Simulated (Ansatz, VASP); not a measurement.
**YRh in two plane-wave programs**

One calculation is typed for both programs; each brings its own data sets. How far apart do they land? The cell is taken from a series of runs on this material, whose earlier steps may have relaxed, scaled, displaced or heated it; both programs get it as it stands.

Program: Ansatz 0.2.0. Level of theory: plane waves, with VASP 6.6.1 beside it; PBEsol. Results are calculated unless marked as measured.

**1. Starting point**

The structure is cubic, space group Pm-3m (No. 221). Conventional cell: a = 3.385 Å, b = 3.385 Å, c = 3.385 Å, α = 90.00°, β = 90.00°, γ = 90.00°. Nearest to Y lie 8 Rh at 2.93 Å. Nearest to Rh lie 8 Y at 2.93 Å. Farther neighbours are not listed.

Structure file:

```xyz
2
Lattice="3.3846 0.0000 0.0000 0.0000 3.3846 0.0000 0.0000 0.0000 3.3846" Properties=species:S:1:pos:R:3 pbc="T T T"
Y     1.6923    1.6923    1.6923
Rh    0.0000    0.0000    0.0000
```

**2. VASP: zone-centre phonons, PBEsol**

Second derivatives magnify differences that forces hide, and they need a tight electronic threshold.

Lines of VASP's logs that name or quote its potential files are left out, and so is its time.

INCAR

```
SYSTEM = YRh
PREC = Accurate
ENCUT = 500
EDIFF = 1E-08
NELM = 120
ISMEAR = -1
SIGMA = 0.1
LREAL = .FALSE.
ALGO = Normal
GGA = PS
NBANDS = 19
LASPH = .TRUE.
LORBIT = 11
LWAVE = .FALSE.
LCHARG = .FALSE.
ISIF = 2
IBRION = 8
GGA_COMPAT = .FALSE.
KPAR = 2
```

POSCAR

```
YRh
1.0
    3.3846255418      0.0000000000      0.0000000000
    0.0000000000      3.3846255418      0.0000000000
    0.0000000000      0.0000000000      3.3846255418
Y Rh
1 1
Direct
    0.5000000000      0.5000000000      0.5000000000
    0.0000000000      0.0000000000      0.0000000000
```

KPOINTS

```
Automatic mesh
0
Gamma
16 16 16
0 0 0
```

PAW data sets: Y_sv and Rh_pv (PBE family, release 64).

Started as:

```
$ mpirun -np 2 vasp_std
```

Numbers of over 12 decimals in the logs are rounded to 6 here.

Log:

```text
[banner, memory and clock lines left out]
running    2 mpi-ranks, on    1 nodes
 distrk:  each k-point on    1 cores,    2 groups
 distr:  one band on    1 cores,    1 groups

 POSCAR found type information on POSCAR Y Rh
 POSCAR found :  2 types and       2 ions
|                                                                             |
|               ----> ADVICE to this user running VASP <----                  |
|                                                                             |
|     You enforced a specific xc type in the INCAR file but a different       |
|     [... a line on the potential file left out ...]
|     I HOPE YOU KNOW WHAT YOU ARE DOING!                                     |
|                                                                             |

 LDA part: xc-table for (Slater+PW92), standard interpolation
 POSCAR, INCAR and KPOINTS ok, starting setup
 FFT: planning ... GRIDC
 FFT: planning ... GRID_SOFT
 FFT: planning ... GRID
 WAVECAR not read
 entering main loop
       N       E                     dE             d eps       ncg     rms          rms(c)
DAV:   1     0.194262819179E+03    0.19426E+03   -0.14725E+04  6310   0.137E+03
DAV:   2    -0.922294518490E+01   -0.20349E+03   -0.19937E+03  6842   0.380E+02
DAV:   3    -0.169902160776E+02   -0.77673E+01   -0.76919E+01 10034   0.638E+01
DAV:   4    -0.171693176289E+02   -0.17910E+00   -0.17887E+00  7398   0.693E+00
DAV:   5    -0.171729717023E+02   -0.36541E-02   -0.36538E-02  8353   0.766E-01    0.378E+01
DAV:   6    -0.167008526006E+02    0.47212E+00   -0.81913E-01  7279   0.731E+00    0.223E+01
DAV:   7    -0.167343012312E+02   -0.33449E-01   -0.18908E+00  7356   0.583E+00    0.101E+01
DAV:   8    -0.166012592939E+02    0.13304E+00   -0.10713E+00  6762   0.558E+00    0.220E+00
DAV:   9    -0.165894509399E+02    0.11808E-01   -0.82989E-02  6801   0.237E+00    0.937E-01
DAV:  10    -0.165890691509E+02    0.38179E-03   -0.39043E-03  7332   0.481E-01    0.143E-01
DAV:  11    -0.165891165752E+02   -0.47424E-04   -0.19809E-04  6972   0.115E-01    0.129E-01
DAV:  12    -0.165891155731E+02    0.10020E-05   -0.37835E-05  6891   0.471E-02    0.349E-02
DAV:  13    -0.165891151088E+02    0.46431E-06   -0.25060E-06  6707   0.137E-02    0.206E-02
DAV:  14    -0.165891147655E+02    0.34329E-06   -0.38993E-07  6977   0.379E-03    0.325E-04
DAV:  15    -0.165891147694E+02   -0.38790E-08   -0.65790E-09  4270   0.675E-04
   1 F= -.16589115E+02 E0= -.16573130E+02  d E =-.319691E-01
 Linear response reoptimize wavefunctions to high precision
DAV:   1    -0.165891147585E+02    0.10913E-07   -0.58602E-10  3801   0.187E-04
DAV:   2    -0.165891147585E+02    0.27285E-11   -0.11664E-10  3321   0.666E-05
 Linear response DOF=           2
 Linear response progress:
  Degree of freedom:   1/  2
       N       E                     dE             d eps       ncg     rms          rms(c)
RMM:   1    -0.280792033643E+00   -0.28079E+00    0.43807E+00 17415   0.104E+01
RMM:   2    -0.262839920379E+00    0.17952E-01   -0.15941E-01 23522   0.176E+00    0.237E-01
RMM:   3    -0.264395776055E+00   -0.15559E-02   -0.10869E-02 25803   0.443E-01    0.147E-01
RMM:   4    -0.265057527678E+00   -0.66175E-03   -0.16145E-03 29120   0.165E-01    0.336E-02
RMM:   5    -0.265057561020E+00   -0.33342E-07   -0.33393E-04 32549   0.642E-02    0.215E-02
RMM:   6    -0.264923273469E+00    0.13429E-03   -0.53140E-05 31056   0.274E-02    0.135E-02
RMM:   7    -0.264815268932E+00    0.10800E-03   -0.12366E-05 30748   0.150E-02    0.266E-03
RMM:   8    -0.264833175238E+00   -0.17906E-04   -0.44363E-06 31906   0.698E-03    0.166E-03
RMM:   9    -0.264823333091E+00    0.98421E-05   -0.34857E-06 34876   0.343E-03    0.732E-04
RMM:  10    -0.264816757003E+00    0.65761E-05   -0.80719E-06 33293   0.201E-03    0.161E-04
RMM:  11    -0.264816792642E+00   -0.35639E-07   -0.50731E-06 33655   0.125E-03    0.720E-05
RMM:  12    -0.264816235585E+00    0.55706E-06   -0.43474E-06 36071   0.860E-04    0.312E-05
RMM:  13    -0.264816113419E+00    0.12217E-06   -0.30341E-06 36160   0.631E-04    0.240E-05
RMM:  14    -0.264816089599E+00    0.23820E-07   -0.21729E-06 34575   0.493E-04    0.145E-05
RMM:  15    -0.264816242533E+00   -0.15293E-06   -0.15070E-06 34224   0.399E-04    0.497E-06
RMM:  16    -0.264816200987E+00    0.41546E-07   -0.11676E-06 35031   0.327E-04    0.566E-06
RMM:  17    -0.264816211723E+00   -0.10737E-07   -0.85900E-07 31135   0.272E-04    0.939E-06
RMM:  18    -0.264816219533E+00   -0.78098E-08   -0.62767E-07 26835   0.230E-04    0.164E-05
RMM:  19    -0.264816233363E+00   -0.13830E-07   -0.44671E-07 27346   0.197E-04    0.145E-05
RMM:  20    -0.264816231430E+00    0.19325E-08   -0.31047E-07 26343   0.170E-04    0.136E-05
RMM:  21    -0.264816232573E+00   -0.11427E-08   -0.20512E-07 22245   0.147E-04    0.134E-05
RMM:  22    -0.264816250184E+00   -0.17611E-07   -0.12453E-07 18389   0.128E-04    0.190E-05
RMM:  23    -0.264816236194E+00    0.13990E-07   -0.62748E-08 24676   0.113E-04    0.131E-05
RMM:  24    -0.264816226803E+00    0.93904E-08   -0.18036E-08 21889   0.100E-04    0.112E-05
 first order change of Fermi-energy  -0.14659E-02
 force on displaced ion       1 direction 1 :  -3.734   0.000   0.000
 Linear response progress:
  Degree of freedom:   2/  2
       N       E                     dE             d eps       ncg     rms          rms(c)
RMM:   1    -0.384581713690E+00   -0.38458E+00    0.26631E+01 16937   0.679E+01
RMM:   2    -0.521127278036E+00   -0.13655E+00   -0.15685E-01 23118   0.280E+00    0.253E-01
RMM:   3    -0.521291350342E+00   -0.16407E-03   -0.79336E-03 28168   0.467E-01    0.159E-01
RMM:   4    -0.521516691527E+00   -0.22534E-03   -0.75062E-04 28265   0.150E-01    0.389E-02
RMM:   5    -0.521513047441E+00    0.36441E-05   -0.12695E-04 31356   0.461E-02    0.120E-02
RMM:   6    -0.521468872371E+00    0.44175E-04   -0.30490E-05 29935   0.173E-02    0.987E-03
RMM:   7    -0.521429325546E+00    0.39547E-04   -0.11516E-05 29384   0.102E-02    0.247E-03
RMM:   8    -0.521419359574E+00    0.99660E-05   -0.53388E-06 32051   0.512E-03    0.105E-03
RMM:   9    -0.521422153446E+00   -0.27939E-05   -0.29445E-06 31615   0.249E-03    0.390E-04
RMM:  10    -0.521422269888E+00   -0.11644E-06   -0.19178E-06 33296   0.139E-03    0.116E-04
RMM:  11    -0.521422875154E+00   -0.60527E-06   -0.16143E-06 34477   0.852E-04    0.735E-05
RMM:  12    -0.521423257613E+00   -0.38246E-06   -0.11086E-06 32117   0.604E-04    0.241E-05
RMM:  13    -0.521423180296E+00    0.77317E-07   -0.86285E-07 34179   0.435E-04    0.358E-05
RMM:  14    -0.521423227438E+00   -0.47142E-07   -0.58157E-07 31680   0.334E-04    0.173E-05
RMM:  15    -0.521423268730E+00   -0.41291E-07   -0.48440E-07 32252   0.263E-04    0.599E-06
RMM:  16    -0.521423283352E+00   -0.14623E-07   -0.33957E-07 33472   0.202E-04    0.187E-05
RMM:  17    -0.521423317059E+00   -0.33706E-07   -0.28452E-07 30137   0.168E-04    0.111E-05
RMM:  18    -0.521423311948E+00    0.51103E-08   -0.20901E-07 29823   0.134E-04    0.309E-05
RMM:  19    -0.521423316547E+00   -0.45983E-08   -0.17511E-07 29011   0.109E-04    0.352E-05
RMM:  20    -0.521423323808E+00   -0.72614E-08   -0.13226E-07 29763   0.911E-05    0.363E-05
RMM:  21    -0.521423327110E+00   -0.33017E-08   -0.10929E-07 21689   0.749E-05    0.418E-05
RMM:  22    -0.521423341851E+00   -0.14741E-07   -0.87520E-08 34958   0.685E-05    0.328E-05
RMM:  23    -0.521423347616E+00   -0.57650E-08   -0.72547E-08 29737   0.559E-05    0.297E-05
 first order change of Fermi-energy   0.16715E-02
 force on displaced ion       2 direction 1 :  -3.741  -0.000   0.000
 Linear response finished
```

OUTCAR, selected parts (step 2):

```text
ion  position               nearest neighbor table
   1  0.500  0.500  0.500-   2 2.93   2 2.93   2 2.93   2 2.93   2 2.93   2 2.93   2 2.93   2 2.93

  LATTYP: Found a simple cubic cell.
 ALAT       =     3.3846255418

 Subroutine GETGRP returns: Found 48 space group operations
 (whereof 48 operations were pure point group operations)

The static configuration has the point symmetry O_h .

 Found    165 irreducible k-points:

   k-points           NKPTS =    165   k-points in BZ     NKDIM =    165   number of bands    NBANDS=     19

   dimension x,y,z NGX =    28 NGY =   28 NGZ =   28
   dimension x,y,z NGXF=    56 NGYF=   56 NGZF=   56

   ENCUT  =  500.0 eV  36.75 Ry    6.06 a.u.   6.17  6.17  6.17*2*pi/ulx,y,z

   NELECT =      26.0000    total number of electrons

 k-points in reciprocal lattice and weights: Automatic mesh
   0.00000000  0.00000000  0.00000000       0.000
   0.06250000  0.00000000  0.00000000       0.001
   0.12500000  0.00000000  0.00000000       0.001
   0.18750000  0.00000000  0.00000000       0.001
   0.25000000  0.00000000  0.00000000       0.001
   0.31250000  0.00000000  0.00000000       0.001
   0.37500000  0.00000000  0.00000000       0.001
   0.43750000  0.00000000  0.00000000       0.001
   0.50000000  0.00000000  0.00000000       0.001
[...]
0.50000000  0.50000000  0.43750000       0.001
   0.50000000  0.50000000  0.50000000       0.000

 average (electrostatic) potential at core
       1 -33.0149       2 -74.9767

  Total       -0.0587724     -0.0587724     -0.0587724      0.0000000     -0.0000000     -0.0000000
  in kB       -2.4285766     -2.4285766     -2.4285766      0.0000000     -0.0000000     -0.0000000
  external PRESSURE =      -2.4285766 kB  Pullay stress =       0.0000000 kB

  energy-cutoff  :      500.00
  volume of cell :       38.77
      direct lattice vectors                 reciprocal lattice vectors
     3.384625542  0.000000000  0.000000000     0.295453659  0.000000000  0.000000000
     0.000000000  3.384625542  0.000000000     0.000000000  0.295453659  0.000000000
     0.000000000  0.000000000  3.384625542     0.000000000  0.000000000  0.295453659

 POSITION                                       TOTAL-FORCE (eV/Angst)
 -----------------------------------------------------------------------------------
      1.69231      1.69231      1.69231         0.000000      0.000000      0.000000
      0.00000      0.00000      0.00000         0.000000      0.000000      0.000000
 -----------------------------------------------------------------------------------
    total drift:                               -0.000000      0.000000      0.000000

 Eigenvectors and eigenvalues of the dynamical matrix
 ----------------------------------------------------

   1 f  =    4.376179 THz    27.496345 2PiTHz  145.973624 cm-1    18.098415 meV
             X         Y         Z           dx          dy          dz
      1.692313  1.692313  1.692313     0.000000    0.732128   -0.000000
      0.000000  0.000000  0.000000     0.000000   -0.681167    0.000000

   2 f  =    4.376179 THz    27.496345 2PiTHz  145.973624 cm-1    18.098415 meV
             X         Y         Z           dx          dy          dz
      1.692313  1.692313  1.692313     0.732128   -0.000000   -0.000000
      0.000000  0.000000  0.000000    -0.681167    0.000000    0.000000

   3 f  =    4.376179 THz    27.496345 2PiTHz  145.973624 cm-1    18.098415 meV
             X         Y         Z           dx          dy          dz
      1.692313  1.692313  1.692313    -0.000000   -0.000000   -0.732128
      0.000000  0.000000  0.000000     0.000000    0.000000    0.681167

   4 f/i=    0.002120 THz     0.013320 2PiTHz    0.070712 cm-1     0.008767 meV
             X         Y         Z           dx          dy          dz
      1.692313  1.692313  1.692313    -0.000000   -0.681167    0.000000
      0.000000  0.000000  0.000000    -0.000000   -0.732128    0.000000

   5 f/i=    0.002120 THz     0.013320 2PiTHz    0.070712 cm-1     0.008767 meV
             X         Y         Z           dx          dy          dz
      1.692313  1.692313  1.692313    -0.000000   -0.000000   -0.681167
      0.000000  0.000000  0.000000     0.000000    0.000000   -0.732128

   6 f/i=    0.002120 THz     0.013320 2PiTHz    0.070712 cm-1     0.008767 meV
             X         Y         Z           dx          dy          dz
      1.692313  1.692313  1.692313    -0.681167    0.000000    0.000000
      0.000000  0.000000  0.000000    -0.732128   -0.000000    0.000000

 ELASTIC MODULI CONTR FROM IONIC RELAXATION (kBar)
 Direction    XX          YY          ZZ          XY          YZ          ZX
 --------------------------------------------------------------------------------
 XX           0.0000      0.0000      0.0000      0.0000      0.0000      0.0000
 YY           0.0000      0.0000      0.0000      0.0000      0.0000      0.0000
 ZZ           0.0000      0.0000      0.0000      0.0000      0.0000      0.0000
 XY           0.0000      0.0000      0.0000      0.0000      0.0000      0.0000
 YZ           0.0000      0.0000      0.0000      0.0000      0.0000      0.0000
 ZX           0.0000      0.0000      0.0000      0.0000      0.0000      0.0000
 --------------------------------------------------------------------------------
```

(Continued in part 2 of 2.)

[Lines on the potential files, build, host, timing and source positions are cut from VASP's logs without a mark.]

[Logs are printed without paths, hosts, clocks, repeated set-up lines and the standing remarks that a program may print on its own settings, such as how far it seeks lower states.]

[Hosts, paths, dates, database ids (printed as entryN), source tags and the programs' standing remarks are cut or masked in the printed files.]
